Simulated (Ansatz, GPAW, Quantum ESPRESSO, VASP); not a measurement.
## One structure in several programs: CdPPd5 (P4/mmm, 7 atoms in the cell)

Self-consistent single point.

```
CELL_PARAMETERS angstrom
      3.89942     0.00000     0.00000
      0.00000     3.89942     0.00000
      0.00000     0.00000     6.93431
ATOMIC_POSITIONS crystal
  Cd 0.50000 0.50000 0.00000
  P  0.00000 0.00000 0.50000
  Pd 0.00000 0.00000 0.00000
  Pd 0.50000 0.00000 0.69928
  Pd 0.50000 0.00000 0.30072
  Pd 0.00000 0.50000 0.69928
  Pd 0.00000 0.50000 0.30072
```

Shared settings, as Ansatz (an electronic-structure program) writes them: kpoints.mp_grid.grid = 7 7 4; scf.occupations.method = fermi_dirac; scf.occupations.width = 0.1 eV. Potentials and cutoffs stand in the table.

```tsv
code	model	pressure (GPa)	largest force (eV/Å)	cutoff
VASP	LDA (PZ), VASP's LDA PAW potentials (set 64)	-3.64	0.037	300 eV
GPAW	LDA (Perdew-Wang 92), GPAW PAW datasets LDA (gpaw-data 1.0.1)	-3.85	0.092	600 eV
Quantum ESPRESSO	LDA (PZ), GBRV 1.5 ultrasoft (LDA) pseudopotentials	-3.46	0.073	40 Ry
Ansatz	LDA (PW92), PAW files made with PBE	-4.30	0.049	default
```

On Ansatz's run: spin polarisation is off; with an odd number of electrons in the cell that forces a metal, and a magnetic state may lie lower.

The spread over the programs that give each value: pressure within 0.84 GPa; largest force within 0.055 eV/Å.

Ansatz's pressure is given at a fixed set of plane waves, as the other plane-wave codes print theirs. The same LDA comes in different parametrisations, which differ slightly.

VASP's run is marked for a possible Pulay error in its stress at this cutoff; no cutoff test was made.

The starting cell comes from a database of computed structures (which also holds hypothetical and non-ambient phases and stackings), without a prior relaxation at this level. Its lattice was rescaled by a random factor within 2.5 % of one.

Left out of this page: CP2K and SIESTA (not drawn, or without a comparable value).

Keys are those of Ansatz 0.2.
